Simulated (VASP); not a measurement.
All values below come from r2SCAN+rVV10, VASP's PBE PAW potentials (set 64) (plane waves; VASP).

A VASP calculation is set up with these files.

INCAR:
```
SYSTEM = AlN
PREC = Accurate; ENCUT = 520; LREAL = .FALSE.
LASPH = .TRUE.
EDIFF = 1E-6; NELM = 100; ALGO = Normal
LMIXTAU = .TRUE.
ISMEAR = 0; SIGMA = 0.05
METAGGA = R2SCAN; LUSE_VDW = .TRUE.; BPARAM = 11.95
CPARAM = 0.0093
IBRION = 2; NSW = 60; ISIF = 3
EDIFFG = -0.02
LWAVE = .FALSE.; LCHARG = .FALSE.
```

KPOINTS:
```
Automatic mesh
0
Gamma
7 7 4
0 0 0
```

**POSCAR**
```
AlN
1.0
  1.5566497979  -2.6961965337   0.0000000000
  1.5566497979   2.6961965337   0.0000000000
  0.0000000000   0.0000000000   4.9837267432
Al N
2 2
Cartesian
  1.5566497979  -0.8987339754   2.4919841143
  1.5566497979   0.8987339754   0.0001207427
  1.5566497979  -0.8987339754   4.3955262448
  1.5566497979   0.8987339754   1.9036628732
```

POTCAR, in this order: Al N (PBE.64 set). Program: vasp_std.

Output

OSZICAR:
```
       N       E                     dE             d eps       ncg     rms          rms(c)
DAV:   1     0.430716061651E+02    0.43072E+02   -0.79223E+03   576   0.124E+03
DAV:   2    -0.428149444158E+02   -0.85887E+02   -0.81922E+02   876   0.238E+02
DAV:   3    -0.466589592276E+02   -0.38440E+01   -0.38317E+01   752   0.533E+01
DAV:   4    -0.466902358215E+02   -0.31277E-01   -0.31273E-01   640   0.571E+00
DAV:   5    -0.466907103004E+02   -0.47448E-03   -0.47447E-03   740   0.714E-01    0.125E+01
DAV:   6    -0.386658650980E+02    0.80248E+01   -0.14289E+01   696   0.288E+01    0.565E+00
DAV:   7    -0.375130533954E+02    0.11528E+01   -0.61603E-01   596   0.819E+00    0.310E+00
DAV:   8    -0.397101482349E+02   -0.21971E+01   -0.15125E+00   712   0.106E+01    0.229E+00
DAV:   9    -0.378663348552E+02    0.18438E+01   -0.97277E-01   576   0.965E+00    0.434E-01
DAV:  10    -0.378003540251E+02    0.65981E-01   -0.61677E-02   616   0.307E+00    0.448E-01
DAV:  11    -0.378623024011E+02   -0.61948E-01   -0.65342E-03   616   0.111E+00    0.374E-01
DAV:  12    -0.380242798399E+02   -0.16198E+00   -0.42882E-02   576   0.259E+00    0.224E-01
DAV:  13    -0.380781650551E+02   -0.53885E-01   -0.19641E-02   624   0.163E+00    0.174E-01
DAV:  14    -0.380791278648E+02   -0.96281E-03   -0.80766E-04   648   0.360E-01    0.128E-01
DAV:  15    -0.380802354474E+02   -0.11076E-02   -0.13346E-03   576   0.482E-01    0.371E-02
DAV:  16    -0.380805532340E+02   -0.31779E-03   -0.13247E-04   632   0.175E-01    0.206E-02
DAV:  17    -0.380805437846E+02    0.94494E-05   -0.12137E-05   700   0.497E-02    0.214E-02
DAV:  18    -0.380805782119E+02   -0.34427E-04   -0.18997E-05   584   0.502E-02    0.210E-02
DAV:  19    -0.380805598388E+02    0.18373E-04   -0.78153E-06   624   0.357E-02    0.989E-03
DAV:  20    -0.380805662161E+02   -0.63772E-05   -0.88489E-07   340   0.127E-02    0.380E-03
DAV:  21    -0.380805652409E+02    0.97513E-06   -0.48359E-07   292   0.610E-03
   1 F= -.38080565E+02 E0= -.38080565E+02  d E =-.380806E+02
       N       E                     dE             d eps       ncg     rms          rms(c)
DAV:   1    -0.380981040810E+02   -0.17538E-01   -0.39124E-01   656   0.623E+00    0.896E-01
DAV:   2    -0.380806303565E+02    0.17474E-01   -0.53932E-02   692   0.192E+00    0.264E-01
DAV:   3    -0.380804116202E+02    0.21874E-03   -0.37177E-03   640   0.541E-01    0.103E-01
DAV:   4    -0.380797910638E+02    0.62056E-03   -0.51456E-04   588   0.284E-01    0.441E-02
DAV:   5    -0.380803126216E+02   -0.52156E-03   -0.52283E-04   576   0.340E-01    0.155E-02
DAV:   6    -0.380800742870E+02    0.23833E-03   -0.24944E-04   584   0.250E-01    0.119E-02
DAV:   7    -0.380802506305E+02   -0.17634E-03   -0.18950E-05   640   0.680E-02    0.467E-03
DAV:   8    -0.380802168083E+02    0.33822E-04   -0.25294E-06   492   0.218E-02    0.634E-04
DAV:   9    -0.380802270692E+02   -0.10261E-04   -0.30061E-07   292   0.654E-03    0.350E-04
DAV:  10    -0.380802253644E+02    0.17048E-05   -0.37401E-08   288   0.238E-03    0.348E-04
DAV:  11    -0.380802248948E+02    0.46958E-06   -0.44114E-09   288   0.819E-04
   2 F= -.38080225E+02 E0= -.38080225E+02  d E =0.340346E-03
       N       E                     dE             d eps       ncg     rms          rms(c)
DAV:   1    -0.380879561588E+02   -0.77308E-02   -0.10421E-01   660   0.319E+00    0.463E-01
DAV:   2    -0.380834437522E+02    0.45124E-02   -0.14812E-02   688   0.100E+00    0.132E-01
DAV:   3    -0.380832564749E+02    0.18728E-03   -0.95753E-04   640   0.274E-01    0.531E-02
DAV:   4    -0.380835050608E+02   -0.24859E-03   -0.14958E-04   584   0.154E-01    0.222E-02
DAV:   5    -0.380831101433E+02    0.39492E-03   -0.14170E-04   576   0.176E-01    0.686E-03
DAV:   6    -0.380834921811E+02   -0.38204E-03   -0.59473E-05   576   0.122E-01    0.595E-03
DAV:   7    -0.380834177037E+02    0.74477E-04   -0.50977E-06   648   0.352E-02    0.224E-03
DAV:   8    -0.380834359521E+02   -0.18248E-04   -0.54264E-07   312   0.104E-02    0.436E-04
DAV:   9    -0.380834311821E+02    0.47700E-05   -0.11907E-07   288   0.374E-03    0.201E-04
DAV:  10    -0.380834315380E+02   -0.35594E-06   -0.12613E-08   288   0.131E-03
   3 F= -.38083432E+02 E0= -.38083432E+02  d E =-.286630E-02
```

### OUTCAR
```
------------------------ aborting loop because EDIFF is reached ----------------------------------------
  FORCE on cell =-STRESS in cart. coord.  units (eV):
  Direction    XX          YY          ZZ          XY          YZ          ZX
  --------------------------------------------------------------------------------------
  Total       -0.0185793     -0.0185793     -0.0119755      0.0000000      0.0000000      0.0000000
  in kB       -0.7187070     -0.7187070     -0.4632486      0.0000000      0.0000000      0.0000000
  external PRESSURE =      -0.6335542 kB  Pullay stress =       0.0000000 kB
  volume of cell :       41.42
      direct lattice vectors                 reciprocal lattice vectors
     1.551223716 -2.686798284 -0.000000000     0.322326171 -0.186095102 -0.000000000
     1.551223716  2.686798284  0.000000000     0.322326171  0.186095102  0.000000000
     0.000000000 -0.000000000  4.968775379     0.000000000 -0.000000000  0.201256834
  FREE ENERGIE OF THE ION-ELECTRON SYSTEM (eV)
  ---------------------------------------------------
  free  energy   TOTEN  =       -38.0834315380 eV

  energy  without entropy=      -38.0834315380  energy(sigma->0) =      -38.08343154

 reached required accuracy - stopping structural energy minimisation
```
(Selected blocks of OUTCAR.)

**CONTCAR**
```
AlN
   1.00000000000000
     1.5512237160636249   -2.6867982843345946   -0.0000000000000000
     1.5512237160636249    2.6867982843345946    0.0000000000000000
     0.0000000000000000   -0.0000000000000000    4.9687753789322597
  Al              N
     2     2
Direct
     0.6666669999999968    0.3333330000000032    0.5000715416641187
     0.3333330000000032    0.6666669999999968    0.0000715416641187
     0.6666669999999968    0.3333330000000032    0.8819284583358792
     0.3333330000000032    0.6666669999999968    0.3819284583358792
```

OUTCAR:
```
 val. band max:        5.9618950931   @ k =   0.0000   0.0000   0.0000

 cond. band min:      10.8775812690   @ k =   0.0000   0.0000   0.0000


 Fermi energy:         6.2364685177

 k-point     1 :       0.0000    0.0000    0.0000
  band No.  band energies     occupation
      1     -10.0612      2.00000
      2      -7.9158      2.00000
      3      -0.1510      2.00000
      4       5.0640      2.00000
      5       5.0641      2.00000
      6       5.7284      2.00000
      7       5.7284      2.00000
      8       5.9619      2.00000
      9      10.8776      0.00000
     10      13.5007      0.00000
     11      17.5801      0.00000
     12      18.0004      0.00000

 k-point     2 :       0.1429   -0.0000    0.0000
  band No.  band energies     occupation
      1      -9.8009      2.00000
      2      -7.7742      2.00000
      3       0.1647      2.00000
      4       3.9627      2.00000
      5       4.7146      2.00000
      6       4.7514      2.00000
      7       5.6759      2.00000
      8       5.8369      2.00000
      9      11.9068      0.00000
     10      14.4057      0.00000
     11      16.3389      0.00000
     12      16.7687      0.00000

 k-point     3 :       0.2857    0.0000    0.0000
  band No.  band energies     occupation
      1      -9.0986      2.00000
      2      -7.4740      2.00000
      3       1.0548      2.00000
      4       1.9579      2.00000
      5       3.0545      2.00000
      6       4.2083      2.00000
      7       5.3500      2.00000
      8       5.4653      2.00000
      9      13.0019      0.00000
     10      13.9058      0.00000
     11      14.7257      0.00000
     12      17.2369      0.00000

 k-point     4 :       0.4286    0.0000    0.0000
  band No.  band energies     occupation
      1      -8.2759      2.00000
      2      -7.3655      2.00000
      3       0.5927      2.00000
      4       1.8804      2.00000
      5       2.2452      2.00000
      6       3.8515      2.00000
...
```

The compound is AlN in the wurtzite structure. This run relaxes it. Symmetry was kept, so distortions that lower it aren't found.
